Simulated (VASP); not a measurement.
# Al2SiF2 (I4/mmm) in VASP: relaxation of cell and atoms with PBE

Aim: the relaxation of cell and atoms of Al2SiF2 with PBE.

Program: VASP 6.6.1. These are calculated values, not measurements. Logs are shortened: lines on timing, memory, paths and dates and some standing lists are left out, and cuts for length are marked.

## (1) The crystal as given

Symmetry: I4/mmm, No. 139, tetragonal system. The conventional cell has a = 4.657 Å, b = 4.657 Å, c = 7.847 Å, α = 90.00°, β = 90.00°, γ = 90.00°. Al (site symmetry -4m2) has 2 F at 1.96 Å as nearest neighbours. Around Si (site symmetry 4/mmm) lie 4 F at 2.33 Å. F (site symmetry mmm) is surrounded by 2 Al at 1.96 Å.

The cell was built by a generator and needn't be a form met in nature.

## (2) Relaxation of cell and atoms, PBE

File INCAR:

```
SYSTEM = Al2SiF2
ALGO = Fast ; EDIFF = 1E-4
EDIFFG = -0.08 ; ENCUT = 520
GGA = PE ; IBRION = 2
ISIF = 3 ; ISMEAR = 0
LASPH = .True. ; LCHARG = .False.
LREAL = .False. ; LWAVE = .False.
NELM = 60 ; NSW = 24
PREC = Normal ; SIGMA = 0.15
```

File KPOINTS:

```
k-points
0
Gamma
  4 4 4
  0 0 0
```

File POSCAR:

```
Al2SiF2
1.0
   -2.3284884400      2.3284884400      3.9235707200
    2.3284884400     -2.3284884400      3.9235707200
    2.3284884400      2.3284884400     -3.9235707200
Al Si F
2 1 2
Direct
    0.7500000000      0.2500000000      0.5000000000
    0.2500000000      0.7500000000      0.5000000000
    0.0000000000      0.0000000000      0.0000000000
    0.5000000000      0.0000000000      0.5000000000
    0.0000000000      0.5000000000      0.5000000000
```

Potentials or basis: VASP PAW PBE potentials, release 64 (Al, Si, F).

Started as:

```console
$ cat potpaw_PBE.64/Al/POTCAR potpaw_PBE.64/Si/POTCAR potpaw_PBE.64/F/POTCAR > POTCAR
$ mpirun -np 1 vasp_std > vasp.out
```

OUTCAR:

```text
SYSTEM = Al2SiF2
   EDIFF = 1E-4
   EDIFFG = -0.08
   ENCUT = 520
   GGA = PE
   IBRION = 2
   ISIF = 3
   ISMEAR = 0
   LASPH = .True.
   LREAL = .False.
   NELM = 60
   NSW = 24
   PREC = Normal

 ion  position               nearest neighbor table
   1  0.750  0.250  0.500-   4 1.96   5 1.96   3 3.04   3 3.04   3 3.04   3 3.04   2 3.29   2 3.29
                             2 3.29   2 3.29
   2  0.250  0.750  0.500-   4 1.96   5 1.96   3 3.04   3 3.04   3 3.04   3 3.04   1 3.29   1 3.29
                             1 3.29   1 3.29
   3  0.000  0.000  0.000-   4 2.33   5 2.33   5 2.33   4 2.33   1 3.04   2 3.04   1 3.04   2 3.04
                             1 3.04   1 3.04   2 3.04   2 3.04
   4  0.500  0.000  0.500-   1 1.96   2 1.96   3 2.33   3 2.33
   5  0.000  0.500  0.500-   1 1.96   2 1.96   3 2.33   3 2.33

  LATTYP: Found a body centered tetragonal cell.
 ALAT       =     4.6569768800
 C/A-ratio  =     1.6850290741

  Lattice vectors:

 A1 = (  -2.3284884400,   2.3284884400,   3.9235707200)
 A2 = (   2.3284884400,  -2.3284884400,   3.9235707200)
 A3 = (   2.3284884400,   2.3284884400,  -3.9235707200)

Analysis of symmetry for initial positions (statically):
=====================================================================
 Subroutine PRICEL returns:
 Original cell was already a primitive cell.

 Routine SETGRP: Setting up the symmetry group for a
 body centered tetragonal supercell.

 Subroutine GETGRP returns: Found 16 space group operations
 (whereof 16 operations were pure point group operations)
 out of a pool of 16 trial point group operations.

The static configuration has the point symmetry D_4h.

Analysis of symmetry for dynamics (positions and initial velocities):
=====================================================================
 Subroutine PRICEL returns:
 Original cell was already a primitive cell.

 Routine SETGRP: Setting up the symmetry group for a
 body centered tetragonal supercell.

 Subroutine GETGRP returns: Found 16 space group operations
 (whereof 16 operations were pure point group operations)
 out of a pool of 16 trial point group operations.

The dynamic configuration has the point symmetry D_4h.

 Subroutine INISYM returns: Found 16 space group operations
 (whereof 16 operations are pure point group operations),
 and found     1 'primitive' translations

----------------------------------------------------------------------------------------

                                     Primitive cell

  volume of cell :      85.0922

  direct lattice vectors                    reciprocal lattice vectors
    -2.328488440  2.328488440  3.923570720     0.000000000  0.214731579  0.127434940
     2.328488440 -2.328488440  3.923570720     0.214731579  0.000000000  0.127434940
     2.328488440  2.328488440 -3.923570720     0.214731579  0.214731579  0.000000000

  length of vectors
     5.122316275  5.122316275  5.122316275     0.249698448  0.249698448  0.303676312

  position of ions in fractional coordinates (direct lattice)
     0.750000000  0.250000000  0.500000000
     0.250000000  0.750000000  0.500000000
     0.000000000  0.000000000  0.000000000
     0.500000000  0.000000000  0.500000000
     0.000000000  0.500000000  0.500000000

  ion indices of the primitive-cell ions
   primitive index   ion index
                 1           1
                 2           2
                 3           3
                 4           4
                 5           5

----------------------------------------------------------------------------------------

 KPOINTS: k-points

Automatic generation of k-mesh.
 Grid dimensions read from file:
 generate k-points for:    4    4    4

 Generating k-lattice:

  Cartesian coordinates                     Fractional coordinates (reciprocal lattice)
     0.000000000  0.053682895  0.031858735     0.250000000  0.000000000  0.000000000
     0.053682895  0.000000000  0.031858735     0.000000000  0.250000000  0.000000000
     0.053682895  0.053682895  0.000000000     0.000000000  0.000000000  0.250000000

  Length of vectors
     0.062424612  0.062424612  0.075919078

  Shift w.r.t. Gamma in fractional coordinates (k-lattice)
     0.000000000  0.000000000  0.000000000

 Subroutine IBZKPT returns following result:
 ===========================================

 Found     13 irreducible k-points:

 Following reciprocal coordinates:
            Coordinates               Weight
  0.000000  0.000000  0.000000      1.000000
  0.250000  0.000000 -0.000000      8.000000
  0.500000  0.000000 -0.000000      4.000000
  0.250000  0.250000 -0.000000      8.000000
  0.500000  0.250000 -0.000000     16.000000
 -0.250000  0.250000  0.000000      4.000000
  0.500000  0.500000 -0.000000      2.000000
  0.250000  0.250000  0.250000      2.000000
 -0.250000  0.250000  0.250000      4.000000
  0.500000  0.500000  0.250000      4.000000
 -0.250000  0.500000  0.250000      8.000000
 -0.250000 -0.250000  0.250000      2.000000
  0.500000  0.500000  0.500000      1.000000
   k-points           NKPTS =     13   k-points in BZ     NKDIM =     13   number of bands    NBANDS=     16
   number of dos      NEDOS =    301   number of ions     NIONS =      5
   total plane-waves  NPLWV =  27000
   dimension x,y,z NGX =    30 NGY =   30 NGZ =   30
   dimension x,y,z NGXF=    60 NGYF=   60 NGZF=   60
   ions per type =               2   1   2
   NGX,Y,Z   is equivalent  to a cutoff of   9.74,  9.74,  9.74 a.u.
   NGXF,Y,Z  is equivalent  to a cutoff of  19.47, 19.47, 19.47 a.u.
 SYSTEM =  Al2SiF2
   PREC   = normal    normal or accurate (medium, high low for compatibility)
   ISTART =      0    job   : 0-new  1-cont  2-samecut
   ICHARG =      2    charge: 1-file 2-atom 10-const
   ISPIN  =      1    spin polarized calculation?
   LNONCOLLINEAR =      F non collinear calculations
   LSORBIT =      F    spin-orbit coupling
   LASPH  =      T    aspherical Exc in radial PAW
   ENCUT  =  520.0 eV  38.22 Ry    6.18 a.u.   9.52  9.52  9.52*2*pi/ulx,y,z
   NELM   =     60;   NELMIN=  2; NELMDL= -5     # of ELM steps
   EDIFF  = 0.1E-03   stopping-criterion for ELM
   LREAL  =      F    real-space projection
   EDIFFG = -.8E-01   stopping-criterion for IOM
   NSW    =     24    number of steps for IOM
   IBRION =      2    ionic relax: 0-MD 1-quasi-New 2-CG
   NFREE  =      1    steps in history (QN), initial steepest desc. (CG)
   ISIF   =      3    stress and relaxation
   ISYM   =      2    0-nonsym 1-usesym 2-fastsym
   POTIM  = 0.5000    time-step for ionic-motion
   TEBEG  =    0.0;   TEEND  =   0.0 temperature during run
   PSTRESS=    0.0 pullay stress
   NELECT =      24.0000    total number of electrons
   NUPDOWN=      -1.0000    fix difference up-down
   EMIN   =  10.00;   EMAX   =-10.00  energy-range for DOS
   EFERMI =   0.00;   METHOD = LEGACY
   ISMEAR =     0;   SIGMA  =   0.15  broadening in eV -4-tet -1-fermi 0-gaus
   EFERMI_NEDOS =   21; number of points for ismear=-14 and -15
   IALGO  =     68    algorithm
   IMIX   =      4    mixing-type and parameters
     AMIX     =   0.40;   BMIX     =  1.00
     AMIX_MAG =   1.60;   BMIX_MAG =  1.00
  volume/ion in A,a.u.               =      17.02       114.85
  Fermi-wavevector in a.u.,A,eV,Ry     =   1.073615  2.028839 15.682753  1.152650
  Thomas-Fermi vector in A             =   2.209420
   LORBIT       =      0    0 simple, 1 ext, 2 COOP (PROOUT), +10 PAW based schemes
   GGA     = PE    functional components
   LHFCALC =     F    Hartree Fock is set to
   AEXX    =    0.0000 exact exchange contribution
   IVDW    =     0    specifies the selected vdW correction
   LEPSILON=     F    determine dielectric tensor
   LRPA    =     F    only Hartree local field effects (RPA)
 conjugate gradient relaxation of ions
 non-spin polarized calculation
 RMM-DIIS sequential band-by-band and
 Gauss-broadening in eV      SIGMA  =   0.15
  energy-cutoff  :      520.00
  volume of cell :       85.09
 maximum number of plane-waves:      2319
   NGX = 19   NGY = 19   NGZ = 19

--------------------------------------- Ionic step        1  -------------------------------------------

 number of electron      23.9999950 magnetization

 Free energy of the ion-electron system (eV)
  ---------------------------------------------------
  ext. energy  EPLUGINS =         0.00000000
  ---------------------------------------------------
  free energy    TOTEN  =       -19.92656442 eV

  energy without entropy =      -19.88000555  energy(sigma->0) =      -19.90328499

------------------------ aborting loop because EDIFF is reached ----------------------------------------

  FORCE on cell =-STRESS in cart. coord.  units (eV):
  Direction    XX          YY          ZZ          XY          YZ          ZX
  --------------------------------------------------------------------------------------
  -------------------------------------------------------------------------------------
  Total        0.3286795      0.3286795      3.1728703      0.0000000      0.0000000      0.0000000
  in kB        6.1886170      6.1886170     59.7411058      0.0000000      0.0000000      0.0000000
  external PRESSURE =      24.0394466 kB  Pullay stress =       0.0000000 kB
[... 98 lines left out ...]
  FREE ENERGIE OF THE ION-ELECTRON SYSTEM (eV)
  ---------------------------------------------------
  free  energy   TOTEN  =       -19.9902324465 eV

  energy  without entropy=      -19.9497529398  energy(sigma->0) =      -19.96999269

 E-fermi :   4.7313     XC(G=0):  -9.0573

 val. band max:        4.6875629211   @ k =   0.5000   0.5000  -0.0000
 cond. band min:       4.7938113616   @ k =   0.2500   0.2500  -0.0000
 fundamental gap:      0.1062484405
 Fermi energy:         4.7313086042

 k-point     1 :       0.0000    0.0000    0.0000
  band No.  band energies     occupation
      1     -21.2327      2.00000
      2     -21.0318      2.00000
      3      -3.9951      2.00000
      4      -3.9838      2.00000
      5      -3.6525      2.00000
      6      -3.6525      2.00000
[... 8 lines left out ...]
     15       7.4596      0.00000
     16       7.4596      0.00000
[... 211 lines left out ...]
  band No.  band energies     occupation
      1     -21.2028      2.00000
      2     -21.0545      2.00000
      3      -5.1234      2.00000
      4      -3.7543      2.00000
      5      -3.7543      2.00000
      6      -3.5342      2.00000
[... 8 lines left out ...]
     15       7.9620      0.00000
     16       9.4986      0.00000

[... ionic steps 4 to 7 ...]

--------------------------------------- Ionic step        8  -------------------------------------------

 number of electron      24.0000018 magnetization

------------------------ aborting loop because EDIFF is reached ----------------------------------------

  FORCE on cell =-STRESS in cart. coord.  units (eV):
  Direction    XX          YY          ZZ          XY          YZ          ZX
  --------------------------------------------------------------------------------------
  -------------------------------------------------------------------------------------
  Total        0.5356059      0.5356059      0.9558242      0.0000000      0.0000000      0.0000000
  in kB       10.4468364     10.4468364     18.6430691      0.0000000      0.0000000      0.0000000
  external PRESSURE =      13.1789140 kB  Pullay stress =       0.0000000 kB
[... 63 lines left out ...]
  energy  without entropy=      -20.1114842687  energy(sigma->0) =      -20.12181569

--------------------------------------- Ionic step       10  -------------------------------------------

 number of electron      24.0000047 magnetization

 Free energy of the ion-electron system (eV)
  ---------------------------------------------------
  ext. energy  EPLUGINS =         0.00000000
  ---------------------------------------------------
  free energy    TOTEN  =       -20.14109910 eV

  energy without entropy =      -20.12053523  energy(sigma->0) =      -20.13081716

 E-fermi :   5.3273     XC(G=0):  -9.3396

 val. band max:        5.2862290939   @ k =  -0.2500  -0.2500   0.2500
 cond. band min:       5.4013185507   @ k =   0.2500   0.0000  -0.0000
 fundamental gap:      0.1150894568
 Fermi energy:         5.3272598570

 k-point     1 :       0.0000    0.0000    0.0000
  band No.  band energies     occupation
      1     -20.6809      2.00000
      2     -20.3165      2.00000
      3      -3.6130      2.00000
      4      -3.6130      2.00000
      5      -3.2374      2.00000
      6      -2.9435      2.00000
[... 8 lines left out ...]
     15       9.3777      0.00000
     16       9.3777      0.00000
[... 258 lines left out ...]
  FREE ENERGIE OF THE ION-ELECTRON SYSTEM (eV)
  ---------------------------------------------------
  free  energy   TOTEN  =       -20.1410991019 eV

  energy  without entropy=      -20.1205352267  energy(sigma->0) =      -20.13081716

 reached required accuracy - stopping structural energy minimisation
```

It took 34 s on 1 thread of Intel Xeon 6975P-C (Granite Rapids), shared host; peak memory 0.17 GiB.

Results:

```yaml
Free_energy: -20.1411 eV
Relaxed_volume: 16.62 Å³/atom
Relaxed_cell: a = 5.458 Å, b = 5.458 Å, c = 5.458 Å, α = 133.87°, β = 133.87°, γ = 67.30°
Space_group_after_relaxing_to_0.05_Å: I4/mmm (No. 139)
Energy_gained_by_relaxing: 42.9 meV/atom
Ionic_steps: 10
Pressure_after_relaxing: 0.3 GPa
Band_gap_on_the_k_mesh: none (metal or under the smearing width)
```

Step by step:
| step | energy change (eV) | largest force (eV/Å) | pressure (GPa) | volume (Å³) |
| --- | --- | --- | --- | --- |
| 1 | 0.0000 | 0.0000 | 2.40 | 85.09 |
| 2 | -0.0592 | 0.0000 | -0.45 | 88.25 |
| 3 | -0.0637 | 0.0000 | -1.38 | 89.51 |
| 4 | -0.0948 | 0.0000 | -1.18 | 88.52 |
| 5 | -0.1762 | 0.0000 | -0.58 | 85.37 |
| 6 | -0.1399 | 0.0000 | 3.90 | 78.41 |
| 7 | -0.2071 | 0.0000 | 0.84 | 82.82 |
| 8 | -0.2078 | 0.0000 | 1.32 | 82.14 |
| 9 | -0.2056 | 0.0000 | -1.01 | 84.14 |
| 10 | -0.2145 | 0.0000 | 0.35 | 83.11 |

Final structure:
```
Al Si F
1.0
    -2.13847    2.13847    4.54354
     2.13847   -2.13847    4.54354
     2.13847    2.13847   -4.54354
Al Si F
2 1 2
Direct
  0.75000 0.25000 0.50000
  0.25000 0.75000 0.50000
  0.00000 0.00000 0.00000
  0.50000 0.00000 0.50000
  0.00000 0.50000 0.50000
```

Caveat: the k mesh is coarse (spacing up to 0.48 Å⁻¹), so the values aren't converged; the relaxation stopped at a loose force limit of 0.08 eV/Å, so its end isn't a converged minimum.
